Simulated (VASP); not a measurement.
# Relaxed cell of Mn3Sn: a test of cutoff and mesh, part 2 of 3

How far does the relaxed cell of Mn3Sn depend on cutoff and k mesh? The starting structure is a measured crystal structure from the Crystallography Open Database. The first relaxation on each setting starts from this cell expanded by 3 % in volume.

VASP 6.6.1.

Results so far: reference 13.25 Å³ an atom.

**3. Relaxation with a cutoff of 270 eV**

Level of this step: PBEsol, spin-polarised from an antiferromagnetic start; plane waves and PAW (Sn_d, Mn_pv) (VASP).

Against step 2 the input has ENCUT = 270. This run starts from the cell of an earlier relaxation, which isn't shown; the restart sets up the plane waves anew.

Contents of INCAR:

```
SYSTEM = Mn3Sn
PREC = Accurate
ENCUT = 270
EDIFF = 1E-06
NELM = 100
ISMEAR = 1
SIGMA = 0.15
LREAL = .FALSE.
ALGO = Normal
GGA = PS
NBANDS = 69
ISPIN = 2
MAGMOM = 0 0 4 -4 4 -4 4 -4
LASPH = .TRUE.
LMAXMIX = 4
LORBIT = 11
LWAVE = .FALSE.
LCHARG = .FALSE.
KPAR = 8
IBRION = 2
NSW = 50
ISIF = 3
EDIFFG = -0.006
```

Contents of POSCAR:

```
Mn3Sn
1.0
    5.3568452394      0.0000000000      0.0000000000
   -2.6784226197      4.6391640615      0.0000000000
    0.0000000000      0.0000000000      4.2659555619
Sn Mn
2 6
Direct
    0.6666666667      0.3333333333      0.7500000000
    0.3333333333      0.6666666667      0.2500000000
    0.6934086792      0.8467043396      0.7500000000
    0.8467043396      0.1532956605      0.2500000000
    0.1532956605      0.3065913208      0.7500000000
    0.3065913208      0.1532956605      0.2500000000
    0.1532956605      0.8467043396      0.7500000000
    0.8467043396      0.6934086792      0.2500000000
```

Contents of KPOINTS:

```
Automatic mesh
0
Gamma
6 6 8
0 0 0
```

The projector-augmented-wave data sets are Sn_d and Mn_pv (PBE family, release 64).

Run with:

```console
mpirun -np 8 vasp_std
```

Log:

```text
[banner, memory and clock lines left out]
running    8 mpi-ranks, on    1 nodes
[...]
[... a notice as in an earlier step ...]

 [... a notice as in an earlier step ...]

 LDA part: xc-table for (Slater+PW92), standard interpolation
 POSCAR, INCAR and KPOINTS ok, starting setup
[...]
entering main loop
       N       E                     dE             d eps       ncg     rms          rms(c)
DAV:   1     0.108627016263E+04    0.10863E+04   -0.38254E+04 10395   0.164E+03
DAV:   2     0.632078865664E+02   -0.10231E+04   -0.98601E+03  9665   0.512E+02
DAV:   3    -0.641448356583E+02   -0.12735E+03   -0.11880E+03  9951   0.178E+02
DAV:   4    -0.702784845246E+02   -0.61336E+01   -0.59883E+01 11023   0.420E+01
[...]
DAV:  14    -0.658382708316E+02    0.20450E-05   -0.20595E-06  7407   0.804E-03    0.770E-03
DAV:  15    -0.658382696274E+02    0.12042E-05   -0.69995E-07  5390   0.847E-03    0.218E-03
DAV:  16    -0.658382696300E+02   -0.25866E-08   -0.18576E-07  5235   0.239E-03
   1 F= -.65838270E+02 E0= -.65839335E+02  d E =-.658383E+02  mag=     0.0000
[... from here on, the cycles between the ionic steps are left out ...]
   2 F= -.65676393E+02 E0= -.65678334E+02  d E =0.161877E+00  mag=     0.0000
   3 F= -.65893758E+02 E0= -.65895270E+02  d E =-.554882E-01  mag=     0.0000
   4 F= -.65893771E+02 E0= -.65895290E+02  d E =-.555015E-01  mag=    -0.0000
   5 F= -.65894771E+02 E0= -.65896254E+02  d E =-.999734E-03  mag=    -0.0000
   6 F= -.65894779E+02 E0= -.65896265E+02  d E =-.100813E-02  mag=     0.0000
   7 F= -.65895065E+02 E0= -.65896535E+02  d E =-.285795E-03  mag=     0.0000
   8 F= -.65895080E+02 E0= -.65896536E+02  d E =-.300666E-03  mag=     0.0000
   9 F= -.65895097E+02 E0= -.65896559E+02  d E =-.317278E-03  mag=     0.0000
  10 F= -.65895073E+02 E0= -.65896546E+02  d E =0.233398E-04  mag=     0.0000
  11 F= -.65895110E+02 E0= -.65896577E+02  d E =-.133022E-04  mag=     0.0000
[...]
reached required accuracy - stopping structural energy minimisation
```

Run time: 1.9 min. Hardware: 8 MPI ranks of AMD EPYC 9R45, shared host; peak memory 2.3 GiB.

OUTCAR, selected parts (step 3):

```text
  Total       -0.0018816     -0.0018816     -0.0013765      0.0000000      0.0000000      0.0000000
  in kB       -0.0292076     -0.0292076     -0.0213670      0.0000000      0.0000000      0.0000000
  external PRESSURE =      -0.0265940 kB  Pullay stress =       0.0000000 kB

 POSITION                                       TOTAL-FORCE (eV/Angst)
 -----------------------------------------------------------------------------------
      2.65461      1.53264      3.17105        -0.000000     -0.000000     -0.000000
     -0.00000      3.06528      1.05702        -0.000000     -0.000000     -0.000000
      1.42890      3.89025      3.17105         0.000450      0.000260      0.000000
      4.08351      0.70766      1.05702         0.000450     -0.000260      0.000000
      0.00000      1.41533      3.17105        -0.000000     -0.000520     -0.000000
      1.22571      0.70766      1.05702        -0.000450     -0.000260     -0.000000
     -1.42890      3.89025      3.17105        -0.000450      0.000260     -0.000000
      2.65461      3.18259      1.05702         0.000000      0.000520      0.000000
 -----------------------------------------------------------------------------------
    total drift:                               -0.000001     -0.000000      0.000000

  FREE ENERGIE OF THE ION-ELECTRON SYSTEM (eV)
  ---------------------------------------------------
  free  energy   TOTEN  =       -65.8951098146 eV

  energy  without entropy=      -65.8995102581  energy(sigma->0) =      -65.89657663

 magnetization (x)
# of ion       s       p       d       tot
------------------------------------------
    1        0.001  -0.019  -0.001  -0.019
    2       -0.001   0.019   0.001   0.019
    3        0.011   0.014   1.783   1.807
    4       -0.011  -0.014  -1.783  -1.807
    5        0.011   0.014   1.783   1.807
    6       -0.011  -0.014  -1.783  -1.807
    7        0.011   0.014   1.783   1.807
    8       -0.011  -0.014  -1.783  -1.807
--------------------------------------------------
tot          0.000   0.000   0.000   0.000

[... 2 parts as in an earlier step ...]

[... 2 further parts left out ...]
[key lines of the parts left out:]
E-fermi :  11.2415
```

Logs of long relaxations may skip ionic steps without a mark.

With a cutoff of 270 eV the cell ends at 12.902 Å³ an atom, -2.64 % from the reference, and since the restart alone still moved it by -2.6 % it may not have settled.

**4. Relaxation with a 4×4×4 mesh**

Against step 2 the input has a 4×4×4 mesh. This run starts from the cell of an earlier relaxation, which isn't shown; the restart sets up the plane waves anew.

INCAR, as its differences from that of step 3:

```diff
@@ -2,3 +2,3 @@
 PREC = Accurate
-ENCUT = 270
+ENCUT = 450
 EDIFF = 1E-06
```

Contents of POSCAR:

```
Mn3Sn
1.0
    5.3654374716      0.0000000000      0.0000000000
   -2.6827187357      4.6466051528      0.0000000000
    0.0000000000      0.0000000000      4.2723464123
Sn Mn
2 6
Direct
    0.6666666667      0.3333333333      0.7500000000
    0.3333333333      0.6666666667      0.2500000000
    0.6940634982      0.8470317491      0.7500000000
    0.8470317491      0.1529682510      0.2500000000
    0.1529682510      0.3059365018      0.7500000000
    0.3059365018      0.1529682510      0.2500000000
    0.1529682510      0.8470317491      0.7500000000
    0.8470317491      0.6940634982      0.2500000000
```

Contents of KPOINTS:

```
Automatic mesh
0
Gamma
4 4 4
0 0 0
```

Run with:

```console
mpirun -np 8 vasp_std
```

Log:

```text
[... set-up lines as in an earlier step ...]
 entering main loop
       N       E                     dE             d eps       ncg     rms          rms(c)
DAV:   1     0.137323916163E+04    0.13732E+04   -0.50419E+04  3381   0.222E+03
DAV:   2     0.111193631760E+03   -0.12620E+04   -0.12212E+04  3312   0.654E+02
DAV:   3    -0.606778979349E+02   -0.17187E+03   -0.16092E+03  3337   0.227E+02
DAV:   4    -0.702498393211E+02   -0.95719E+01   -0.94069E+01  3760   0.574E+01
[...]
DAV:  13    -0.658998784640E+02   -0.20740E-06   -0.23455E-05  4089   0.311E-02    0.211E-02
DAV:  14    -0.658998766876E+02    0.17765E-05   -0.22487E-06  2688   0.914E-03    0.927E-03
DAV:  15    -0.658998758531E+02    0.83449E-06   -0.85659E-07  1856   0.910E-03
   1 F= -.65899876E+02 E0= -.65902671E+02  d E =-.658999E+02  mag=    -0.0000
[...]
2 F= -.65899826E+02 E0= -.65902673E+02  d E =0.494010E-04  mag=    -0.0000
[...]
3 F= -.65900482E+02 E0= -.65903303E+02  d E =-.606630E-03  mag=    -0.0000
[...]
4 F= -.65900483E+02 E0= -.65903303E+02  d E =-.607035E-03  mag=    -0.0000
[...]
5 F= -.65900482E+02 E0= -.65903302E+02  d E =-.605978E-03  mag=    -0.0000
[...]
6 F= -.65900497E+02 E0= -.65903335E+02  d E =-.148416E-04  mag=    -0.0000
 trial-energy change:   -0.000015  1 .order   -0.000017   -0.000032   -0.000002
 step:   0.9456(harm=  0.9456)  dis= 0.00032  next Energy=   -65.900499 (dE=-0.168E-04)
 reached required accuracy - stopping structural energy minimisation
```

Run time: 57 s. Hardware: 8 MPI ranks; peak memory 2.5 GiB.

From OUTCAR (step 4):

```text
  Total       -0.0218241     -0.0218241     -0.0189192     -0.0000000     -0.0000000      0.0000000
  in kB       -0.3293106     -0.3293106     -0.2854777     -0.0000000     -0.0000000      0.0000000
  external PRESSURE =      -0.3146997 kB  Pullay stress =       0.0000000 kB

 POSITION                                       TOTAL-FORCE (eV/Angst)
 -----------------------------------------------------------------------------------
      2.68035      1.54750      3.19983        -0.000000      0.000000     -0.000000
     -0.00000      3.09501      1.06661        -0.000000      0.000000     -0.000000
      1.45011      3.93223      3.19983        -0.000492     -0.000284      0.000000
      4.13046      0.71028      1.06661        -0.000492      0.000284     -0.000000
      0.00000      1.42057      3.19983         0.000000      0.000569     -0.000000
      1.23025      0.71028      1.06661         0.000492      0.000284     -0.000000
     -1.45011      3.93223      3.19983         0.000492     -0.000284      0.000000
      2.68035      3.22194      1.06661        -0.000000     -0.000569      0.000000
 -----------------------------------------------------------------------------------
    total drift:                               -0.000001     -0.000000      0.000000

  FREE ENERGIE OF THE ION-ELECTRON SYSTEM (eV)
  ---------------------------------------------------
  free  energy   TOTEN  =       -65.9004966724 eV

  energy  without entropy=      -65.9090127556  energy(sigma->0) =      -65.90333537

 magnetization (x)
# of ion       s       p       d       tot
------------------------------------------
    1        0.003  -0.022  -0.001  -0.020
    2       -0.003   0.022   0.001   0.020
    3        0.011   0.012   1.848   1.872
    4       -0.011  -0.012  -1.848  -1.872
    5        0.011   0.012   1.848   1.872
    6       -0.011  -0.012  -1.848  -1.872
    7        0.011   0.012   1.848   1.872
    8       -0.011  -0.012  -1.848  -1.872
--------------------------------------------------
tot          0.000   0.000   0.000   0.000

[... 1 part as in an earlier step ...]

[... 3 further parts left out ...]
[key lines of the parts left out:]
E-fermi :  10.8699
```

With a 4×4×4 mesh the cell ends at 13.272 Å³ an atom, +0.16 % from the reference.

**5. Relaxation with a cutoff of 600 eV**

Against step 2 the input has ENCUT = 600. This run starts from the cell of an earlier relaxation, which isn't shown; the restart sets up the plane waves anew.

INCAR, as its differences from that of step 4:

```diff
@@ -2,3 +2,3 @@
 PREC = Accurate
-ENCUT = 450
+ENCUT = 600
 EDIFF = 1E-06
```

Contents of POSCAR:

```
Mn3Sn
1.0
    5.3605349317      0.0000000000      0.0000000000
   -2.6802674658      4.6423594287      0.0000000000
    0.0000000000      0.0000000000      4.2706831147
Sn Mn
2 6
Direct
    0.6666666667      0.3333333333      0.7500000000
    0.3333333333      0.6666666667      0.2500000000
    0.6933188923      0.8466594462      0.7500000000
    0.8466594462      0.1533405539      0.2500000000
    0.1533405539      0.3066811077      0.7500000000
    0.3066811077      0.1533405539      0.2500000000
    0.1533405539      0.8466594462      0.7500000000
    0.8466594462      0.6933188923      0.2500000000
```

Contents of KPOINTS:

```
Automatic mesh
0
Gamma
6 6 8
0 0 0
```

Run with:

```console
mpirun -np 8 vasp_std
```

Log:

```text
[... set-up lines as in an earlier step ...]
 entering main loop
       N       E                     dE             d eps       ncg     rms          rms(c)
DAV:   1     0.152297596937E+04    0.15230E+04   -0.59102E+04  9761   0.264E+03
DAV:   2     0.139141255567E+03   -0.13838E+04   -0.13389E+04  9660   0.741E+02
DAV:   3    -0.584155160641E+02   -0.19756E+03   -0.18537E+03  9690   0.257E+02
DAV:   4    -0.701821779020E+02   -0.11767E+02   -0.11544E+02 10954   0.655E+01
[...]
DAV:  13    -0.659354054015E+02    0.19099E-05   -0.20353E-05 12192   0.304E-02    0.221E-02
DAV:  14    -0.659354039542E+02    0.14473E-05   -0.21072E-06  7461   0.894E-03    0.820E-03
DAV:  15    -0.659354035027E+02    0.45155E-06   -0.78606E-07  5415   0.959E-03
   1 F= -.65935404E+02 E0= -.65936371E+02  d E =-.659354E+02  mag=    -0.0000
[...]
reached required accuracy - stopping structural energy minimisation
```

The job ended after 64 s (8 MPI ranks; peak memory 5 GiB; 8.4 min of CPU time).

Parts of OUTCAR (step 5):

```text
  Total        0.0212772      0.0212772     -0.0050829      0.0000000     -0.0000000      0.0000000
  in kB        0.3207600      0.3207600     -0.0766267      0.0000000     -0.0000000      0.0000000
  external PRESSURE =       0.1882978 kB  Pullay stress =       0.0000000 kB

 POSITION                                       TOTAL-FORCE (eV/Angst)
 -----------------------------------------------------------------------------------
      2.68027      1.54745      3.20301         0.000000      0.000000      0.000000
     -0.00000      3.09491      1.06767         0.000000      0.000000     -0.000000
      1.44729      3.93050      3.20301         0.003726      0.002151     -0.000000
      4.12755      0.71186      1.06767         0.003726     -0.002151      0.000000
      0.00000      1.42372      3.20301        -0.000000     -0.004302      0.000000
      1.23298      0.71186      1.06767        -0.003726     -0.002151     -0.000000
     -1.44729      3.93050      3.20301        -0.003726      0.002151     -0.000000
      2.68027      3.21864      1.06767         0.000000      0.004302     -0.000000
 -----------------------------------------------------------------------------------
    total drift:                               -0.000001     -0.000000      0.000000

  FREE ENERGIE OF THE ION-ELECTRON SYSTEM (eV)
  ---------------------------------------------------
  free  energy   TOTEN  =       -65.9354035027 eV

  energy  without entropy=      -65.9383049308  energy(sigma->0) =      -65.93637065

 magnetization (x)
# of ion       s       p       d       tot
------------------------------------------
    1        0.002  -0.020  -0.001  -0.019
    2       -0.002   0.020   0.001   0.019
    3        0.012   0.014   1.850   1.875
    4       -0.012  -0.014  -1.850  -1.875
    5        0.012   0.014   1.850   1.875
    6       -0.012  -0.014  -1.850  -1.875
    7        0.012   0.014   1.850   1.875
    8       -0.012  -0.014  -1.850  -1.875
--------------------------------------------------
tot          0.000   0.000  -0.000  -0.000

[... 2 parts as in an earlier step ...]

[... 2 further parts left out ...]
[key lines of the parts left out:]
E-fermi :  10.8389
```

With a cutoff of 600 eV the cell ends at 13.285 Å³ an atom, +0.25 % from the reference.

(Part 2 of 3 ends here.)

[Lines on the potential files, build, host, timing and source positions are cut from VASP's logs without a mark.]

[Logs are printed without paths, hosts, clocks, repeated set-up lines and the standing remarks that a program may print on its own settings, such as how far it seeks lower states.]

[Hosts, paths, dates, database ids (printed as entryN), source tags and the programs' standing remarks are cut or masked in the printed files.]
